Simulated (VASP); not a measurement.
# AlGaAsN: structure and properties in VASP, part 2 of 2

Aim: relax AlGaAsN, then compute properties on the relaxed cell. The cell is invented: it takes the structure of a Materials Project entry for AlGaN2 (space group 156 there), with some of its atoms replaced by other elements, volume scaled by an estimate. It may not be a known or stable phase.

VASP 6.6.1; revPBE; plane waves and PAW (As, Ga_d, Al, N); invented cell.

So far. Step 4 (Density, ELF and potential (revPBE)): In this run the pressure is -0.02 GPa, small enough to go on. Step 5 (Bands along the symmetry lines (revPBE)): There is no gap at this level. The relaxed cell has a = 3.573, c = 6.099 Å (conventional setting).

### Step 6. Total and projected DOS (revPBE)

A density of states needs more k-points than a total energy; ISMEAR = -5 takes tetrahedra, and LORBIT projects the states on the PAW spheres. The mesh is finer than in the run before.

INCAR reads:

```
SYSTEM = AlGaAsN
PREC = Accurate
ENCUT = 520
EDIFF = 1E-06
NELM = 100
ISMEAR = -5
SIGMA = 0.05
LREAL = .FALSE.
ALGO = Normal
GGA = RE
NBANDS = 27
LORBIT = 11
LWAVE = .FALSE.
LCHARG = .FALSE.
KPAR = 2
NEDOS = 2001
```

POSCAR reads:

```
AlGaAsN
1.0
    3.5732612378      0.0000000000      0.0000000000
   -1.7866306189      3.0945347452      0.0000000000
    0.0000000000      0.0000000000      6.0989016103
As Ga Al N
1 1 1 1
Direct
    0.0000000000      0.0000000000      0.6318102766
    0.6666666700      0.3333333300      0.4433230830
    0.0000000000      0.0000000000      0.0466377218
    0.6666666700      0.3333333300      0.1146289287
```

KPOINTS reads:

```
Automatic mesh
0
Gamma
9 9 5
0 0 0
```

The projector-augmented-wave data sets are As, Ga_d, Al and N (PBE family, release 64).

Command:

```bash
mpirun -np 2 vasp_std
```

Run time: 2.6 min. Hardware: 2 MPI ranks of AMD EPYC 7R43, shared host; peak memory 0.41 GiB.

On this mesh force components of up to 0.20 eV/Å appear, so the relaxed positions are not converged with the sampling. With tetrahedra the forces and stress of a metal are not exact derivatives of the energy.

This step gave:

| Property | Result |
| --- | --- |
| SCF cycles | 27 |
| irreducible k-points | 50 |
| Fermi energy | 6.221 eV |
| pressure | -0.1322 GPa |
| DOS at the Fermi level | 0.6508 states/eV/cell |

The density of states has structure finer than the step of the table below, so its rows give means over 0.5 eV, whole bins alone (the curve runs from -12.0 to 5.61 eV). Peaks (eV: height): total -7.18: 5.04, -4.23: 4.79, 4.18: 4.60, 5.30: 5.20; N p -7.18: 0.730, -4.63: 1.03, -4.23: 1.36, -3.99: 0.798; As p -7.18: 0.391, -4.23: 0.507, -3.19: 0.757, -2.82: 0.525; Ga p -4.23: 0.430, -3.22: 0.301, 4.21: 0.278, 5.30: 0.843; Al p -4.23: 0.135, 2.17: 0.151, 4.18: 0.207, 5.30: 0.296.

States under -12.0 eV and over 5.6 eV are left out. Table of density of states by energy, zero at the Fermi level; means over each step; 7 of 8 lines; values in states/eV/cell:

| energy (eV) | total | N p | As p | Ga p | Al p | Ga s | Al s |
| --- | --- | --- | --- | --- | --- | --- | --- |
| -11.5 | 1.11 | 0.00390 | 0.00749 | 0.0452 | 0.00372 | 0.0622 | 0.00667 |
| -11.0 | 1.09 | 0.00416 | 0.00394 | 0.0493 | 0.00372 | 0.0324 | 0.00924 |
| -10.5 | 0.00307 | 2.5e-6 | 2.5e-6 | 1.5e-4 | 1.3e-5 | 4.3e-5 | 2.0e-5 |
| -10.0 | 0 | 0 | 0 | 0 | 0 | 0 | 0 |
| -9.5 | 0 | 0 | 0 | 0 | 0 | 0 | 0 |
| -9.0 | 0 | 0 | 0 | 0 | 0 | 0 | 0 |
| -8.5 | 0 | 0 | 0 | 0 | 0 | 0 | 0 |
| -8.0 | 0.0318 | 0.00392 | 0.00266 | 8.5e-4 | 7.5e-4 | 0.00485 | 0.00106 |
| -7.5 | 2.20 | 0.317 | 0.169 | 0.0417 | 0.0209 | 0.364 | 0.177 |
| -7.0 | 2.46 | 0.359 | 0.190 | 0.0434 | 0.0255 | 0.402 | 0.178 |
| -6.5 | 1.68 | 0.299 | 0.102 | 0.0308 | 0.0297 | 0.233 | 0.0859 |
| -6.0 | 1.03 | 0.266 | 0.0322 | 0.0307 | 0.0318 | 0.0849 | 0.0382 |
| -5.5 | 1.44 | 0.417 | 0.0618 | 0.0702 | 0.0552 | 0.0350 | 0.0473 |
| -5.0 | 2.01 | 0.604 | 0.134 | 0.124 | 0.0811 | 0.0219 | 0.0356 |
| -4.5 | 3.06 | 0.983 | 0.233 | 0.215 | 0.115 | 0.0382 | 0.0201 |
| -4.0 | 1.87 | 0.581 | 0.182 | 0.113 | 0.0629 | 0.0451 | 0.00636 |
| -3.5 | 1.85 | 0.299 | 0.369 | 0.181 | 0.0440 | 0.0313 | 0.00890 |
| -3.0 | 2.15 | 0.352 | 0.485 | 0.196 | 0.0444 | 0.0239 | 0.00698 |
| -2.5 | 1.24 | 0.147 | 0.326 | 0.144 | 0.0139 | 0.0166 | 0.00270 |
| -2.0 | 1.01 | 0.0521 | 0.318 | 0.148 | 0.00534 | 0.0139 | 0.00130 |
| -1.5 | 0.875 | 0.0319 | 0.297 | 0.132 | 0.00313 | 0.0113 | 0.00171 |
| -1.0 | 0.580 | 0.0159 | 0.201 | 0.0813 | 0.00185 | 0.00798 | 0.00540 |
| -0.5 | 0.417 | 0.0119 | 0.155 | 0.0557 | 0.00125 | 0.00207 | 0.00530 |
| 0.0 | 0.415 | 0.0285 | 0.115 | 0.0356 | 0.00504 | 9.9e-4 | 0.0214 |
| 0.5 | 0.733 | 0.0655 | 0.0283 | 0.0213 | 0.0316 | 0.0245 | 0.0618 |
| 1.0 | 1.65 | 0.138 | 0.0500 | 0.0531 | 0.0838 | 0.0631 | 0.115 |
| 1.5 | 1.39 | 0.117 | 0.0524 | 0.0631 | 0.0631 | 0.0678 | 0.0580 |
| 2.0 | 1.09 | 0.101 | 0.0350 | 0.0509 | 0.0532 | 0.0730 | 0.0451 |
| 2.5 | 2.18 | 0.266 | 0.0796 | 0.0943 | 0.0832 | 0.164 | 0.106 |
| 3.0 | 2.41 | 0.265 | 0.127 | 0.116 | 0.0961 | 0.228 | 0.109 |
| 3.5 | 1.67 | 0.151 | 0.120 | 0.0868 | 0.0716 | 0.173 | 0.0514 |
| 4.0 | 2.28 | 0.204 | 0.160 | 0.144 | 0.106 | 0.0970 | 0.0797 |
| 4.5 | 2.12 | 0.194 | 0.144 | 0.159 | 0.110 | 0.0719 | 0.0797 |
| 5.0 | 1.87 | 0.122 | 0.105 | 0.261 | 0.103 | 0.0168 | 0.0473 |

Force by atom:

| atom | x (eV/Å) | y (eV/Å) | z (eV/Å) | size |
| --- | --- | --- | --- | --- |
| As1 | 0.000 | 0.000 | -0.072 | 0.072 |
| Ga2 | 0.000 | 0.000 | 0.200 | 0.200 |
| Al3 | 0.000 | 0.000 | -0.140 | 0.140 |
| N4 | 0.000 | 0.000 | 0.011 | 0.011 |

The finer mesh and the other smearing move the Fermi level by +0.17 eV from the 6×6×3 run, one measure of the sampling error in the zero of the bands above. Of the states within 0.3 eV of the Fermi level, the largest shares in the PAW spheres are As p 26 %, Ga p 8 % and N p 7 %. The rest lies in smaller channels or between the spheres.

### Step 7. Independent-particle dielectric function (revPBE)

LOPTICS sums transitions from filled to empty bands. NBANDS is raised for it.

INCAR reads:

```
SYSTEM = AlGaAsN
PREC = Accurate
ENCUT = 520
EDIFF = 1E-06
NELM = 100
ISMEAR = 0
SIGMA = 0.05
LREAL = .FALSE.
ALGO = Normal
GGA = RE
NBANDS = 45
LORBIT = 11
LWAVE = .FALSE.
LCHARG = .FALSE.
KPAR = 2
LOPTICS = .TRUE.
NEDOS = 1500
CSHIFT = 0.1
```

POSCAR is that of step 6.

KPOINTS is that of step 6.

Command:

```bash
mpirun -np 2 vasp_std
```

It took 2.4 min on 2 MPI ranks; peak memory 0.74 GiB; 4.7 min of CPU time.

On this mesh force components of up to 0.13 eV/Å appear, so the relaxed positions are not converged with the sampling. These are independent-particle spectra without excitons or local fields, and fine structure depends on the mesh and on CSHIFT. The intraband (Drude) part is not in this spectrum.

Numbers from this step:

- SCF cycles: 15
- bands: 45
- Fermi energy: 6.167 eV
- pressure: -0.1497 GPa

The imaginary dielectric function has structure finer than the step of the table below, so its rows give means over 0.5 eV, whole bins alone (the curve runs from 0 to 25.0 eV). Peaks (eV: height): xx 0.11: 2.94, 0.99: 3.96, 3.54: 16.4, 4.23: 12.4, 5.56: 14.3; zz 2.69: 6.88, 3.79: 18.2, 4.16: 16.7, 4.97: 18.6, 6.92: 11.6.

The imaginary dielectric function by photon energy; means over each step:

| photon energy (eV) | xx | zz |
| --- | --- | --- |
| 0.5 | 1.28 | 0.181 |
| 1.0 | 3.20 | 0.960 |
| 1.5 | 1.01 | 0.439 |
| 2.0 | 1.84 | 0.918 |
| 2.5 | 1.87 | 4.37 |
| 3.0 | 4.03 | 4.45 |
| 3.5 | 14.0 | 8.91 |
| 4.0 | 10.6 | 15.2 |
| 4.5 | 9.66 | 11.4 |
| 5.0 | 10.4 | 16.8 |
| 5.5 | 13.1 | 13.7 |
| 6.0 | 9.43 | 9.56 |
| 6.5 | 7.04 | 10.3 |
| 7.0 | 7.10 | 10.0 |
| 7.5 | 6.31 | 6.04 |
| 8.0 | 4.95 | 4.17 |
| 8.5 | 4.16 | 3.20 |
| 9.0 | 3.15 | 2.37 |
| 9.5 | 2.80 | 1.95 |
| 10.0 | 2.88 | 1.89 |
| 10.5 | 2.17 | 1.41 |
| 11.0 | 1.59 | 0.851 |
| 11.5 | 1.43 | 0.673 |
| 12.0 | 1.16 | 0.780 |
| 12.5 | 0.898 | 0.723 |
| 13.0 | 0.825 | 0.738 |
| 13.5 | 0.576 | 0.627 |
| 14.0 | 0.557 | 0.561 |
| 14.5 | 0.434 | 0.427 |
| 15.0 | 0.358 | 0.377 |
| 15.5 | 0.378 | 0.416 |
| 16.0 | 0.353 | 0.356 |
| 16.5 | 0.314 | 0.297 |
| 17.0 | 0.299 | 0.268 |
| 17.5 | 0.312 | 0.307 |
| 18.0 | 0.264 | 0.264 |
| 18.5 | 0.284 | 0.240 |
| 19.0 | 0.248 | 0.245 |
| 19.5 | 0.276 | 0.249 |
| 20.0 | 0.270 | 0.212 |
| 20.5 | 0.319 | 0.277 |
| 21.0 | 0.300 | 0.234 |
| 21.5 | 0.285 | 0.222 |
| 22.0 | 0.260 | 0.196 |
| 22.5 | 0.252 | 0.197 |
| 23.0 | 0.239 | 0.184 |
| 23.5 | 0.218 | 0.176 |
| 24.0 | 0.193 | 0.170 |
| 24.5 | 0.166 | 0.154 |

Table of real dielectric function by photon energy:

| photon energy (eV) | xx | zz |
| --- | --- | --- |
| 0 | 15.3 | 9.91 |
| 1 | 9.46 | 9.87 |
| 2 | 11.1 | 12.4 |
| 3 | 16.1 | 13.3 |
| 4 | 7.57 | 10.1 |
| 5 | 4.21 | 5.27 |
| 6 | -0.927 | -1.68 |
| 7 | -1.19 | -5.47 |
| 8 | -2.67 | -4.26 |
| 9 | -2.27 | -3.02 |
| 10 | -2.03 | -2.36 |
| 11 | -1.79 | -2.02 |
| 12 | -1.29 | -0.973 |
| 13 | -1.07 | -0.729 |
| 14 | -0.640 | -0.531 |
| 15 | -0.327 | -0.317 |
| 16 | -0.168 | -0.155 |
| 17 | -0.00965 | -0.0120 |
| 18 | 0.134 | 0.101 |
| 19 | 0.270 | 0.248 |
| 20 | 0.340 | 0.327 |
| 21 | 0.344 | 0.309 |
| 22 | 0.369 | 0.383 |
| 23 | 0.381 | 0.416 |
| 24 | 0.422 | 0.467 |

Force by atom:

| atom | x (eV/Å) | y (eV/Å) | z (eV/Å) | size |
| --- | --- | --- | --- | --- |
| As1 | 0.000 | 0.000 | -0.039 | 0.039 |
| Ga2 | 0.000 | 0.000 | 0.129 | 0.129 |
| Al3 | 0.000 | 0.000 | -0.110 | 0.110 |
| N4 | 0.000 | 0.000 | 0.020 | 0.020 |

### Step 8. Summary of results

- relaxed volume: 16.86 Å³/atom
- relaxed conventional cell a, b, c: 3.573, 3.573, 6.099 Å; angles 90.0, 90.0, 120.0°
- space group after relaxing, within 0.02 Å: P3m1 (No. 156)
- band gap: none, a metal
- DOS at the Fermi level: 0.651 states/eV/cell

What this shows: With revPBE, AlGaAsN relaxes to 16.86 Å³/atom in space group P3m1 (held by the symmetry of the run) and comes out as a metal. Bands along the symmetry lines (revPBE): Of the bands kept, 3 cross the Fermi level on this path. Spin-orbit coupling is left out; it would split some degenerate bands. The k-sampling is coarse for a metal, so the Fermi level, pressures and the shape of the cell carry errors. No search among competing phases was made. All values are for a static lattice at zero temperature.

[Lines on the potential files, build, host, timing and source positions are cut from VASP's logs without a mark.]

[Logs are printed without paths, hosts, clocks, repeated set-up lines and the standing remarks that a program may print on its own settings, such as how far it seeks lower states.]

[Hosts, paths, dates, database ids (printed as entryN), source tags and the programs' standing remarks are cut or masked in the printed files.]

[A measured line is paired with the nearest computed mode of its activity, which favours agreement.]
